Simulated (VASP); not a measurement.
Consider the following.

```xyz
71
Lattice="4.6410 -8.0384 0.0000 4.6410 8.0384 0.0000 0.0000 0.0000 10.1277" Properties=species:S:1:pos:R:3 pbc="T T T"
Si     9.2773     0.0046     0.0035
Si     0.0182     0.0074     5.0672
Si     1.5405    -0.8966     7.5956
Si     1.5382     0.8994     2.5322
Si     6.1827    -5.3568     0.0035
Si     1.5507     2.6602     5.0666
Si     3.0945     1.7928     7.5945
Si     3.0942     3.5717     2.5455
Si     3.0944     5.3593    10.1273
Si     7.7351    -2.6791     5.0770
Si     4.6446     4.4641     7.5945
Si     4.6428     6.2543     2.5457
Si     6.1892     5.3536     0.0036
Si     1.5625    -2.6665     5.0671
Si     3.0945    -3.5680     7.6081
Si     3.0941    -1.7956     2.5331
Si     3.0938     0.0003     0.0041
Si     4.6472    -0.8962     7.5954
Si     4.6499     0.8994     2.5320
Si     4.6473     2.6818     0.0034
Si     4.6379     2.6603     5.0668
Si     6.1850     1.7845     7.6078
Si     6.1894     3.5732     2.5442
Si     3.0944    -5.3582     0.0044
Si     3.0944    -5.3581     5.0765
Si     4.6448    -6.2541     7.6079
Si     4.6406    -4.4650     2.5443
Si     4.6401    -2.6845     0.0035
Si     4.6264    -2.6662     5.0671
Si     6.1852    -3.5745     7.5945
Si     6.1867    -1.7840     2.5457
Si     6.1930     0.0049     0.0035
Si     6.1698     0.0076     5.0670
Si     7.7350    -0.8890     7.5945
Si     7.7351     0.8959     2.5441
C      9.2777     0.0039     8.2437
C      4.6401    -8.0337     3.1654
C      1.3799    -0.9888     5.7606
C      1.5347     0.9005     0.6077
C      6.1833    -5.3571     8.2432
C      6.1847    -5.3592     3.1653
C      3.0946     1.9779     5.7595
C      3.0945     3.5733     0.6253
C      3.0943     5.3590     8.2256
C      7.7351    -2.6783     3.1725
C      4.6496     4.4613     5.6803
C      4.6409     6.2527     0.6260
C      6.1892     5.3536     8.2437
C      1.5500    -2.6806     3.1657
C      3.0944    -3.5741     5.6912
C      3.0940    -1.7997     0.6080
C      3.0939    -0.0001     8.2240
C      3.0941     0.0012     2.9005
C      4.8074    -0.9884     5.7601
C      4.6532     0.9006     0.6076
C      4.6464     2.6814     8.2431
C      4.6449     2.6795     3.1652
C      6.1904     1.7882     5.6911
C      6.1912     3.5716     0.6337
C      3.0944    -5.3584     8.2331
C      3.0943    -5.3574     3.1750
C      4.6393    -6.2505     5.6911
C      4.6386    -4.4666     0.6336
C      4.6407    -2.6845     8.2436
C      4.6386    -2.6803     3.1655
C      6.1800    -3.5773     5.6802
C      6.1887    -1.7854     0.6258
C      6.1924     0.0040     8.2436
C      6.1889     0.0051     3.1654
C      7.7348    -0.8834     5.6804
C      7.7351     0.8974     0.6340
```
Cell charge -1.

Computed with HSE06 screened hybrid, VASP's PBE PAW potentials (set 64) (plane waves; VASP). Numerical set-up: PREC = Normal, LREAL = Auto, ISYM = 0, NELECT = 285.0, EDIFF = 1E-5, 400 eV cut-off, 1×1×1 Γ-centred mesh, Gaussian smearing of 0.050 eV, potentials Si C. Starting moments (MAGMOM): 71*0.0141. The cell's moment is fixed (NUPDOWN = 1).

The cell is charged, with a uniform compensating background. The supercell is sampled at Γ alone, which is coarse: total energies, pressure and levels can be off, energies of defects by several tenths of an eV.

Q: Estimate the cell moment, energy per atom (σ→0).

A: 
```yaml
cell_moment: 1.00 μB
energy per atom (σ→0): -8.441 eV/atom
```

Q: Give the moment on each site (PAW-sphere projection).

A: 
```
site  moment (μB)
----  -----------
Si1          0.00
Si2         -0.01
Si3         -0.01
Si4          0.01
Si5          0.00
Si6         -0.01
Si7         -0.01
Si8          0.00
Si9          0.00
Si10         0.00
Si11         0.00
Si12         0.00
Si13         0.00
Si14        -0.01
Si15         0.00
Si16         0.01
Si17         0.00
Si18        -0.01
Si19         0.01
Si20         0.00
Si21        -0.01
Si22         0.00
Si23         0.00
Si24         0.00
Si25         0.00
Si26         0.00
Si27         0.00
Si28         0.00
Si29        -0.01
Si30         0.00
Si31         0.00
Si32         0.00
Si33        -0.01
Si34         0.00
Si35         0.00
C36          0.00
C37          0.00
C38          0.29
C39         -0.03
C40          0.00
C41          0.00
C42          0.29
C43          0.00
C44          0.00
C45          0.00
C46          0.06
C47          0.00
C48          0.00
C49          0.00
C50          0.00
C51         -0.03
C52          0.02
C53         -0.38
C54          0.29
C55         -0.03
C56          0.00
C57          0.00
C58          0.00
C59          0.00
C60          0.00
C61          0.00
C62          0.00
C63          0.00
C64          0.00
C65          0.00
C66          0.06
C67          0.00
C68          0.00
C69          0.00
C70          0.06
C71          0.00
```

Only differences to runs with the same potentials and settings are physical.

The cell is a supercell with a defect, built from SiC (4h): vac_Si, charge -1. The cell's shape comes from a PBE relaxation.
